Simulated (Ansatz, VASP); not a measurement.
## Hf2Pd2Se2Br2O3: VASP beside Ansatz

INCAR

```
SYSTEM = Hf2Pd2Se2Br2O3
PREC = Accurate ; ENCUT = 520
EDIFF = 1E-6 ; ISMEAR = -1
SIGMA = 0.05 ; LREAL = .False.
LASPH = .True. ; NELM = 150
ALGO = Normal ; ISIF = 2
LWAVE = .False. ; LCHARG = .True.
LMAXMIX = 4 ; LDAU = .True.
LDAUTYPE = 2 ; LDAUL = 2 2 -1 -1 -1
LDAUU = 6 6 0 0 0 ; LDAUJ = 0 0 0 0 0
LDAUPRINT = 1 ; GGA = PE
LELF = .True. ; LVHAR = .True.
NBANDS = 53
```

The input KPOINTS:

```
Automatic mesh
0
Gamma
  4 4 3
  0 0 0
```

POSCAR

```
Hf2Pd2Se2Br2O3
1.0
    5.6066300000     -0.0934600000     -0.0140900000
    1.6139300000      5.3351200000      0.0025100000
    1.3691600000      1.9152900000      8.3154300000
Hf Pd Se Br O
2 2 2 2 3
Direct
    0.2331700000      0.6516100000      0.0228400000
    0.7668300000      0.3483900000      0.9771600000
    0.0000000000      0.5000000000      0.5000000000
    0.0000000000      0.0000000000      0.5000000000
    0.0241900000      0.3391700000      0.2533100000
    0.9758100000      0.6608300000      0.7466900000
    0.5000000000      0.5000000000      0.5000000000
    0.5000000000      0.0000000000      0.5000000000
    0.4479200000      0.3572400000      0.9210100000
    0.5520800000      0.6427600000      0.0789900000
    0.0000000000      0.0000000000      0.0000000000
```

input.yaml

```yaml
crystal:
  lattice:
    - [5.60663, -0.09346, -0.01409]
    - [1.61393, 5.33512, 0.00251]
    - [1.36916, 1.91529, 8.31543]
  atoms:
    - { symbol: Hf, position: [0.23317, 0.65161, 0.02284] }
    - { symbol: Hf, position: [0.76683, 0.34839, 0.97716] }
    - { symbol: Pd, position: [0.0, 0.5, 0.5] }
    - { symbol: Pd, position: [0.0, 0.0, 0.5] }
    - { symbol: Se, position: [0.02419, 0.33917, 0.25331] }
    - { symbol: Se, position: [0.97581, 0.66083, 0.74669] }
    - { symbol: Br, position: [0.5, 0.5, 0.5] }
    - { symbol: Br, position: [0.5, 0.0, 0.5] }
    - { symbol: O, position: [0.44792, 0.35724, 0.92101] }
    - { symbol: O, position: [0.55208, 0.64276, 0.07899] }
    - { symbol: O, position: [0.0, 0.0, 0.0] }
kpoints:
  mp_grid: { grid: [4, 4, 3] }
scf:
  occupations: { method: fermi_dirac, width: 0.05 }
hamiltonian:
  xc: pbe
  pseudopotentials: { kind: all_electron, lapw: { basis_error: 0.002 } }
  hubbard:
    sites: [{ species: Hf, l: d, u_eff: 6 }, { species: Pd, l: d, u_eff: 6 }]
    double_counting: fll
    projectors: ortho-atomic
output:
  forces: true
  stress: true
  eigenvalues: true
  hubbard: {}
```

Alike in both runs: task single point; functional PBE; k mesh 4 × 4 × 3; occupations fermi-dirac, width 0.05 eV; no spin polarisation; Hubbard terms Hf d U = 6.0 eV, Pd d U = 6.0 eV.

|  | VASP | Ansatz |
| --- | --- | --- |
| version | VASP 6.6.1 | Ansatz 0.2.0 |
| potentials or method | VASP PAW PBE potentials, release 64 (Hf_pv, Pd, Se, Br, O) | all-electron LAPW, scalar-relativistic |
| plane-wave cutoff (eV) | 520 | see its input |

|  | VASP | Ansatz | Ansatz less VASP |
| --- | --- | --- | --- |
| gap on the k mesh at the Fermi level (eV) | none | none | - |
| pressure (GPa) | 3.2 | 2.9 | -0.26 |
| largest component of the traceless stress (GPa) | 2.76 | 1.38 | -1.384 |
| rms of the force components (eV/Å) | 0.608 | 0.241 | -0.3668 |

The programs project onto different local orbitals, so the same U acts differently. Atom by atom the forces differ by 0.475 eV/Å (rms over components). A gap of «none» marks a metal or a gap that the smearing closes. Ansatz ran all-electron here, so the differences hold the error of VASP's frozen core and of both bases.

Caveats: U without spin polarisation on a metal has little footing; forces of over 1 eV/Å show positions far from the minimum, so gaps and moduli don't describe the material at rest (VASP); the k mesh is thin for a metal, which can move the energy by tens of meV per atom (Ansatz); U is the effective U less J, on atomic orbitals that reach past the spheres (Ansatz). The runs have no spin-orbit coupling, so splittings on Hf are missing.
